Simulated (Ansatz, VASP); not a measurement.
# Ge7H8 (Ge wire along [100], 14 atoms a period, H-terminated): VASP beside Ansatz, part 2 of 3

Aim: how closely do two programs agree when they are given the same cell, functional and k mesh? Of the first pair: The structure shown is the start of the Ansatz relaxation below; VASP solves that cell, so the two are compared at the walk's first step.

VASP 6.6.1 and Ansatz 0.2.0.

So far: The structure; Ansatz: relaxation, PBE.

### Step 3. VASP: single point, PBE, start cell, pair 1

Level of this step: PBE; plane waves and PAW (Ge_d, H) (VASP).

The same cell, functional, mesh and smearing now go to VASP, with its own data sets.

Lines of VASP's logs that name or quote its potential files are left out, and so is its time.

The input, INCAR:

```
SYSTEM = Ge7H8
PREC = Accurate
ENCUT = 410
EDIFF = 1E-06
NELM = 120
ISMEAR = -1
SIGMA = 0.05
LREAL = .FALSE.
ALGO = Normal
GGA = PE
NBANDS = 128
LORBIT = 11
LWAVE = .FALSE.
LCHARG = .FALSE.
ISIF = 2
LASPH = .TRUE.
GGA_COMPAT = .FALSE.
EFERMI = MIDGAP
KPAR = 4
```

The input, POSCAR:

```
Ge7H8
1.0
   15.8010000000      0.0000000000      0.0000000000
    0.0000000000     15.8010000000      0.0000000000
    0.0000000000      0.0000000000      5.7600000000
Ge H
14 16
Direct
    0.2721768242      0.6367107145      0.0000000000
    0.4544437694      0.4544437694      0.0000000000
    0.6367107145      0.6367107145      0.0000000000
    0.3633102968      0.3633102968      0.2500000000
    0.3633102968      0.7278441870      0.2500000000
    0.5455772419      0.5455772419      0.2500000000
    0.2721768242      0.4544437694      0.5000000000
    0.4544437694      0.2721768242      0.5000000000
    0.4544437694      0.6367107145      0.5000000000
    0.6367107145      0.4544437694      0.5000000000
    0.3633102968      0.5455772419      0.7500000000
    0.5455772419      0.3633102968      0.7500000000
    0.5455772419      0.7278441870      0.7500000000
    0.7278441870      0.5455772419      0.7500000000
    0.3063096956      0.3063096956      0.0936343750
    0.4203108981      0.7848447882      0.0936343750
    0.2151762231      0.5797101132      0.1563656250
    0.6937113158      0.6937113158      0.1563656250
    0.2151762231      0.5114443706      0.3436343750
    0.5114443706      0.2151762231      0.3436343750
    0.6937113158      0.3974431682      0.3436343750
    0.3063096956      0.7848447882      0.4063656250
    0.6025778432      0.7848447882      0.5936343750
    0.7848447882      0.6025778432      0.5936343750
    0.2151762231      0.3974431682      0.6563656250
    0.3974431682      0.2151762231      0.6563656250
    0.2151762231      0.6937113158      0.8436343750
    0.4885766407      0.7848447882      0.9063656250
    0.6025778432      0.3063096956      0.9063656250
    0.7848447882      0.4885766407      0.9063656250
```

The input, KPOINTS:

```
Automatic mesh
0
Gamma
1 1 14
0 0 0
```

PAW data sets: Ge_d and H (PBE family, release 64).

On the command line:

```bash
$ mpirun -np 4 vasp_std
```

Numbers of over 12 decimals in the logs are rounded to 6 here.

Output:

```text
[banner, memory and clock lines left out]
running    4 mpi-ranks, on    1 nodes
 distrk:  each k-point on    1 cores,    4 groups
 distr:  one band on    1 cores,    1 groups

 POSCAR found type information on POSCAR GeH
 POSCAR found :  2 types and      30 ions
|                                                                             |
|               ----> ADVICE to this user running VASP <----                  |
|                                                                             |
|     You have a (more or less) 'large supercell' and for larger cells it     |
|     might be more efficient to use real-space projection operators.         |
|     Therefore, try LREAL= Auto in the INCAR file.                           |
|     Mind: For very accurate calculation, you might also keep the            |
|     reciprocal projection scheme (i.e. LREAL=.FALSE.).                      |
|                                                                             |

 LDA part: xc-table for (Slater+PW92), standard interpolation
 POSCAR, INCAR and KPOINTS ok, starting setup
 FFT: planning ... GRIDC
 FFT: planning ... GRID_SOFT
 FFT: planning ... GRID
 WAVECAR not read
 entering main loop
       N       E                     dE             d eps       ncg     rms          rms(c)
DAV:   1     0.198338746973E+04    0.19834E+04   -0.91911E+04  2384   0.203E+03
DAV:   2     0.219340566256E+03   -0.17640E+04   -0.17070E+04  2696   0.490E+02
DAV:   3    -0.947976844508E+02   -0.31414E+03   -0.31005E+03  2840   0.199E+02
DAV:   4    -0.116956673403E+03   -0.22159E+02   -0.22048E+02  2352   0.605E+01
DAV:   5    -0.117913436336E+03   -0.95676E+00   -0.95599E+00  2976   0.124E+01    0.140E+01
DAV:   6    -0.114944359630E+03    0.29691E+01   -0.13543E+00  2456   0.865E+00    0.801E+00
DAV:   7    -0.113639276651E+03    0.13051E+01   -0.46136E+00  2328   0.694E+00    0.134E+00
DAV:   8    -0.113595185764E+03    0.44091E-01   -0.71881E-01  2424   0.562E+00    0.784E-01
DAV:   9    -0.113572863833E+03    0.22322E-01   -0.10646E-01  2440   0.463E+00    0.355E-01
DAV:  10    -0.113570474481E+03    0.23894E-02   -0.11072E-02  2416   0.200E+00    0.208E-01
DAV:  11    -0.113567905117E+03    0.25694E-02   -0.14007E-02  2848   0.816E-01    0.106E-01
DAV:  12    -0.113568252738E+03   -0.34762E-03   -0.54036E-03  2488   0.871E-01    0.954E-02
DAV:  13    -0.113569688322E+03   -0.14356E-02   -0.12872E-03  2416   0.721E-01    0.279E-02
DAV:  14    -0.113571569892E+03   -0.18816E-02   -0.13071E-03  2672   0.220E-01    0.349E-02
DAV:  15    -0.113572260298E+03   -0.69041E-03   -0.21649E-04  2392   0.174E-01    0.180E-02
DAV:  16    -0.113572999131E+03   -0.73883E-03   -0.14244E-04  2312   0.188E-01    0.719E-03
DAV:  17    -0.113573249247E+03   -0.25012E-03   -0.65567E-05  2448   0.830E-02    0.549E-03
DAV:  18    -0.113573479416E+03   -0.23017E-03   -0.14223E-05  2312   0.822E-02    0.495E-03
DAV:  19    -0.113573663358E+03   -0.18394E-03   -0.17459E-05  2496   0.197E-02    0.351E-03
DAV:  20    -0.113573819896E+03   -0.15654E-03   -0.12111E-05  1696   0.362E-02    0.228E-03
DAV:  21    -0.113573863935E+03   -0.44039E-04   -0.32093E-06  1704   0.175E-02    0.211E-03
DAV:  22    -0.113573883128E+03   -0.19193E-04   -0.17806E-06  1592   0.792E-03    0.541E-04
DAV:  23    -0.113573886183E+03   -0.30559E-05   -0.48024E-07  1496   0.800E-03    0.468E-04
DAV:  24    -0.113573887086E+03   -0.90298E-06   -0.17145E-07  1408   0.590E-03
   1 F= -.11357389E+03 E0= -.11357389E+03  d E =-.424603E-12
```

From OUTCAR (step 3):

```text
ion  position               nearest neighbor table
   1  0.272  0.637  0.000-  17 1.56  27 1.56   5 2.49  11 2.49
   2  0.454  0.454  0.000-   6 2.49  11 2.49  12 2.49   4 2.49
   3  0.637  0.637  0.000-  18 1.56  14 2.49  13 2.49   6 2.49
   4  0.363  0.363  0.250-  15 1.56   7 2.49   8 2.49   2 2.49
   5  0.363  0.728  0.250-  22 1.56  16 1.56   1 2.49   9 2.49
   6  0.546  0.546  0.250-   2 2.49   9 2.49  10 2.49   3 2.49
   7  0.272  0.454  0.500-  19 1.56  25 1.56  11 2.49   4 2.49
   8  0.454  0.272  0.500-  20 1.56  26 1.56  12 2.49   4 2.49
   9  0.454  0.637  0.500-  13 2.49   6 2.49   5 2.49  11 2.49
  10  0.637  0.454  0.500-  21 1.56  14 2.49   6 2.49  12 2.49
  11  0.363  0.546  0.750-   2 2.49   7 2.49   1 2.49   9 2.49
  12  0.546  0.363  0.750-  29 1.56   8 2.49   2 2.49  10 2.49
  13  0.546  0.728  0.750-  28 1.56  23 1.56   9 2.49   3 2.49
  14  0.728  0.546  0.750-  30 1.56  24 1.56  10 2.49   3 2.49
  15  0.306  0.306  0.094-   4 1.56
  16  0.420  0.785  0.094-   5 1.56
  17  0.215  0.580  0.156-   1 1.56
  18  0.694  0.694  0.156-   3 1.56
  19  0.215  0.511  0.344-   7 1.56
  20  0.511  0.215  0.344-   8 1.56
  21  0.694  0.397  0.344-  10 1.56
  22  0.306  0.785  0.406-   5 1.56
  23  0.603  0.785  0.594-  13 1.56
  24  0.785  0.603  0.594-  14 1.56
  25  0.215  0.397  0.656-   7 1.56
  26  0.397  0.215  0.656-   8 1.56
  27  0.215  0.694  0.844-   1 1.56
  28  0.489  0.785  0.906-  13 1.56
  29  0.603  0.306  0.906-  12 1.56
  30  0.785  0.489  0.906-  14 1.56

  LATTYP: Found a simple tetragonal cell.
 ALAT       =    15.8010000000
 C/A-ratio  =     0.3645338903

 Subroutine GETGRP returns: Found  2 space group operations
 (whereof  1 operations were pure point group operations)

The static configuration has the point symmetry C_1 .
 The point group associated with its full space group is C_2 .

 Found      8 irreducible k-points:

   k-points           NKPTS =      8   k-points in BZ     NKDIM =      8   number of bands    NBANDS=    128

   dimension x,y,z NGX =   108 NGY =  108 NGZ =   40
   dimension x,y,z NGXF=   216 NGYF=  216 NGZF=   80

   ENCUT  =  410.0 eV  30.13 Ry    5.49 a.u.  26.09 26.09  9.51*2*pi/ulx,y,z

   NELECT =     212.0000    total number of electrons

 k-points in reciprocal lattice and weights: Automatic mesh
   0.00000000  0.00000000  0.00000000       0.071
   0.00000000  0.00000000  0.07142857       0.143
   0.00000000  0.00000000  0.14285714       0.143
   0.00000000  0.00000000  0.21428571       0.143
   0.00000000  0.00000000  0.28571429       0.143
   0.00000000  0.00000000  0.35714286       0.143
   0.00000000  0.00000000  0.42857143       0.143
   0.00000000  0.00000000  0.50000000       0.071

 average (electrostatic) potential at core
       1 -81.1451       2 -81.2645       3 -81.2097       4 -81.2097       5 -81.1451
       6 -81.2645       7 -81.1563       8 -81.2008       9 -81.2381      10 -81.2226
      11 -81.2381      12 -81.2226      13 -81.1563      14 -81.2008      15 -39.0656
      16 -39.2521      17 -39.2521      18 -39.0656      19 -39.2413      20 -39.0447
      21 -39.0808      22 -38.9807      23 -38.9934      24 -39.0375      25 -38.9934
      26 -39.0375      27 -38.9807      28 -39.2413      29 -39.0808      30 -39.0447

 E-fermi :  -1.9648

 k-point     1 :       0.0000    0.0000    0.0000
  band No.  band energies     occupation
    ...
    102      -4.4133      2.00000
    103      -3.7880      2.00000
    104      -3.6676      2.00000
    105      -3.5874      2.00000
    106      -3.4143      2.00000
    107      -0.3739      0.00000
    108      -0.1739      0.00000
    109      -0.0039      0.00000
    110       0.1022      0.00000
    111       0.1050      0.00000
    ...

 k-point     2 :       0.0000    0.0000    0.0714
  band No.  band energies     occupation
    ...
    102      -4.4067      2.00000
    103      -3.8155      2.00000
    104      -3.6687      2.00000
    105      -3.5898      2.00000
    106      -3.4238      2.00000
    107      -0.3632      0.00000
    108      -0.1133      0.00000
    109      -0.0038      0.00000
    110       0.0316      0.00000
    111       0.1237      0.00000
    ...

 k-point     3 :       0.0000    0.0000    0.1429
  band No.  band energies     occupation
    ...
    102      -4.3739      2.00000
    103      -3.8925      2.00000
    104      -3.6702      2.00000
    105      -3.5927      2.00000
    106      -3.4562      2.00000
    107      -0.3368      0.00000
    108      -0.0717      0.00000
    109      -0.0151      0.00000
    110       0.0503      0.00000
    111       0.1018      0.00000
    ...

  Total       -5.9992629     -5.9992629     -4.6055009      0.0256262     -0.8882861     -0.8882854
  in kB       -6.6836985     -6.6836985     -5.1309268      0.0285499     -0.9896276     -0.9896269
  external PRESSURE =      -6.1661079 kB  Pullay stress =       0.0000000 kB

  energy-cutoff  :      410.00
  volume of cell :     1438.11
      direct lattice vectors                 reciprocal lattice vectors
    15.801000000  0.000000000  0.000000000     0.063287134  0.000000000  0.000000000
     0.000000000 15.801000000  0.000000000     0.000000000  0.063287134  0.000000000
     0.000000000  0.000000000  5.760000000     0.000000000  0.000000000  0.173611111

 POSITION                                       TOTAL-FORCE (eV/Angst)
 -----------------------------------------------------------------------------------
      4.30067     10.06067      0.00000         0.230027      0.304980     -0.175405
      7.18067      7.18067      0.00000        -0.004093     -0.084670     -0.020623
     10.06067     10.06067      0.00000        -0.081144     -0.094043     -0.230410
      5.74067      5.74067      1.44000         0.094043      0.081144      0.230410
      5.74067     11.50067      1.44000        -0.304980     -0.230027      0.175405
      8.62067      8.62067      1.44000         0.084670      0.004093      0.020623
      4.30067      7.18067      2.88000         0.199393     -0.269884      0.154834
      7.18067      4.30067      2.88000        -0.006976      0.194847      0.006905
      7.18067     10.06067      2.88000        -0.001820      0.136574      0.021117
     10.06067      7.18067      2.88000        -0.050284      0.127212      0.252157
      5.74067      8.62067      4.32000        -0.136574      0.001820     -0.021117
      8.62067      5.74067      4.32000        -0.127212      0.050284     -0.252157
      8.62067     11.50067      4.32000         0.269884     -0.199393     -0.154834
     11.50067      8.62067      4.32000        -0.194847      0.006976     -0.006905
      4.84000      4.84000      0.53933         0.066605      0.051497      0.037476
      6.64133     12.40133      0.53933        -0.320306     -0.057326      0.312522
      3.40000      9.16000      0.90067         0.057326      0.320306     -0.312522
     10.96133     10.96133      0.90067        -0.051497     -0.066605     -0.037476
      3.40000      8.08133      1.97933         0.032021     -0.305752      0.318306
      8.08133      3.40000      1.97933        -0.145635      0.072104      0.145213
     10.96133      6.28000      1.97933        -0.056612      0.057131      0.042747
      4.84000     12.40133      2.34067         0.103570     -0.090336     -0.071661
      9.52133     12.40133      3.41933        -0.093677     -0.096015      0.078429
     12.40133      9.52133      3.41933        -0.063397     -0.138644      0.149676
      3.40000      6.28000      3.78067         0.096015      0.093677     -0.078429
      6.28000      3.40000      3.78067         0.138644      0.063397     -0.149676
      3.40000     10.96133      4.85933         0.090336     -0.103570      0.071661
      7.72000     12.40133      5.22067         0.305752     -0.032021     -0.318306
      9.52133      4.84000      5.22067        -0.057131      0.056612     -0.042747
     12.40133      7.72000      5.22067        -0.072104      0.145635     -0.145213
 -----------------------------------------------------------------------------------
    total drift:                                0.000369     -0.000363      0.000000

  FREE ENERGIE OF THE ION-ELECTRON SYSTEM (eV)
  ---------------------------------------------------
  free  energy   TOTEN  =      -113.5738870864 eV

  energy  without entropy=     -113.5738870864  energy(sigma->0) =     -113.57388709

 total charge
# of ion       s       p       d       tot
------------------------------------------
    1        1.091   1.355  10.041  12.487
    2        1.116   1.230  10.014  12.360
    3        1.096   1.299  10.026  12.421
    4        1.096   1.299  10.026  12.421
    5        1.091   1.355  10.041  12.487
    6        1.116   1.230  10.014  12.360
    7        1.092   1.352  10.042  12.486
    8        1.082   1.353  10.042  12.477
    9        1.114   1.236  10.012  12.362
   10        1.097   1.296  10.027  12.420
   11        1.114   1.236  10.012  12.362
   12        1.097   1.296  10.027  12.420
   13        1.092   1.352  10.042  12.486
   14        1.082   1.353  10.042  12.477
   15        0.533   0.012   0.000   0.545
   16        0.536   0.015   0.000   0.551
   17        0.536   0.015   0.000   0.551
   18        0.533   0.012   0.000   0.545
   19        0.536   0.015   0.000   0.551
   20        0.534   0.012   0.000   0.546
   21        0.533   0.012   0.000   0.545
   22        0.535   0.012   0.000   0.547
   23        0.535   0.012   0.000   0.547
   24        0.534   0.012   0.000   0.546
   25        0.535   0.012   0.000   0.547
   26        0.534   0.012   0.000   0.546
   27        0.535   0.012   0.000   0.547
   28        0.536   0.015   0.000   0.551
   29        0.533   0.012   0.000   0.545
   30        0.534   0.012   0.000   0.546
--------------------------------------------------
tot         23.934  18.442 140.410 182.785

[... 3 further parts left out ...]
```

### Step 4. Differences

Known differences besides the potentials themselves: the cutoff is 420 eV in Ansatz and 410 eV in VASP. Total energies have different zeros and are not compared.

Forces on 7 of the 30 atoms, those with the largest forces and the largest differences (eV/Å; atoms numbered as in POSCAR):

```
atom         Ansatz x, y, z           VASP x, y, z
 Ge1   0.253, 0.305, -0.176   0.230, 0.305, -0.175
 Ge5  -0.305, -0.253, 0.176  -0.305, -0.230, 0.175
Ge13  0.269, -0.222, -0.155  0.270, -0.199, -0.155
 H16  -0.306, -0.045, 0.298  -0.320, -0.057, 0.313
 H17   0.045, 0.306, -0.298   0.057, 0.320, -0.313
 H19   0.020, -0.291, 0.304   0.032, -0.306, 0.318
 H28  0.291, -0.020, -0.304  0.306, -0.032, -0.318
```

The forces differ by 12 meV/Å r.m.s., which is 7.5 % of the r.m.s. force of 0.155 eV/Å (both taken over all components).

### Step 5. Ansatz: relaxation, PBE

This run makes the geometry at which the two programs are then compared. The cell compared in this pair holds 1446.77 Å³, against 1438.11 Å³ for the pair before.

The structure compared here is the end of the Ansatz relaxation.

The input, input.yaml:

```yaml
crystal:
  lattice:
    - [15.801, 0.0, 0.0]
    - [0.0, 15.801, 0.0]
    - [0.0, 0.0, 5.76]
  atoms:
    - { symbol: Ge, position: [0.272176851, 0.636710741, 0.0] }
    - { symbol: Ge, position: [0.454443796, 0.454443796, 0.0] }
    - { symbol: Ge, position: [0.636710741, 0.636710741, 0.0] }
    - { symbol: H, position: [0.306309727, 0.306309727, 0.093634302] }
    - { symbol: H, position: [0.42031092, 0.78484481, 0.093634302] }
    - { symbol: H, position: [0.215176255, 0.579710145, 0.156365698] }
    - { symbol: H, position: [0.693711337, 0.693711337, 0.156365698] }
    - { symbol: Ge, position: [0.363310323, 0.363310323, 0.25] }
    - { symbol: Ge, position: [0.363310323, 0.727844214, 0.25] }
    - { symbol: Ge, position: [0.545577269, 0.545577269, 0.25] }
    - { symbol: H, position: [0.215176255, 0.511444392, 0.343634302] }
    - { symbol: H, position: [0.511444392, 0.215176255, 0.343634302] }
    - { symbol: H, position: [0.693711337, 0.3974432, 0.343634302] }
    - { symbol: H, position: [0.306309727, 0.78484481, 0.406365698] }
    - { symbol: Ge, position: [0.272176851, 0.454443796, 0.5] }
    - { symbol: Ge, position: [0.454443796, 0.272176851, 0.5] }
    - { symbol: Ge, position: [0.454443796, 0.636710741, 0.5] }
    - { symbol: Ge, position: [0.636710741, 0.454443796, 0.5] }
    - { symbol: H, position: [0.602577865, 0.78484481, 0.593634302] }
    - { symbol: H, position: [0.78484481, 0.602577865, 0.593634302] }
    - { symbol: H, position: [0.215176255, 0.3974432, 0.656365698] }
    - { symbol: H, position: [0.3974432, 0.215176255, 0.656365698] }
    - { symbol: Ge, position: [0.363310323, 0.545577269, 0.75] }
    - { symbol: Ge, position: [0.545577269, 0.363310323, 0.75] }
    - { symbol: Ge, position: [0.545577269, 0.727844214, 0.75] }
    - { symbol: Ge, position: [0.727844214, 0.545577269, 0.75] }
    - { symbol: H, position: [0.215176255, 0.693711337, 0.843634302] }
    - { symbol: H, position: [0.488576672, 0.78484481, 0.906365698] }
    - { symbol: H, position: [0.602577865, 0.306309727, 0.906365698] }
    - { symbol: H, position: [0.78484481, 0.488576672, 0.906365698] }
kpoints:
  mp_grid: { grid: [1, 1, 14] }
scf:
  occupations: { method: fermi_dirac, width: 0.05 }
hamiltonian:
  xc: pbe
relax:
  cell: { fix: [a, b, alpha, beta, gamma] }
  max_steps: 45
  f_tol: 0.03
```

On the command line:

```bash
$ ansatz run input.yaml --threads 4 --pin off --max-ram 16384MiB --backend cpu --events-out ev --progress --plain --runs-dir out
```

Output:

```text
[...]
Crystal: 30 atoms, lattice volume = 1438.108 Å³
Basis set: ecut = 420 eV, 28211 PW (Γ), exchange–correlation on 216×216×80 points (8 copies of the dense FFT grid, shifted against one another)
Bands: 136, of which v1, the nominal top of the filled ones, is band 106 counted from 1 (105 counted from 0)
Symmetry: 2 space group operations
[...]
k-points: 8 of 14
[...]
- { symbol: Ge, position: [0.364834, 0.546526, 0.752785] }
    - { symbol: Ge, position: [0.542108, 0.367404, 0.746238] }
    - { symbol: Ge, position: [0.551072, 0.722800, 0.726834] }
    - { symbol: Ge, position: [0.723536, 0.544141, 0.752768] }
    - { symbol: H, position: [0.232563, 0.706861, 0.813708] }
    - { symbol: H, position: [0.503159, 0.793621, 0.856833] }
    - { symbol: H, position: [0.600450, 0.311304, 0.898997] }
    - { symbol: H, position: [0.779072, 0.485424, 0.903494] }
[key lines of the parts left out:]
SCF converged after 7 iterations
Free energy (F): -60380.268351 eV
Fermi energy:    -1.140699 eV
P = ⅓ Tr σ = -0.0067 GPa (-0.067 kbar)
```

(Part 2 of 3 ends here.)

[Lines on the potential files, build, host, timing and source positions are cut from VASP's logs without a mark.]

[Logs are printed without paths, hosts, clocks, repeated set-up lines and the standing remarks that a program may print on its own settings, such as how far it seeks lower states.]

[Hosts, paths, dates, database ids (printed as entryN), source tags and the programs' standing remarks are cut or masked in the printed files.]
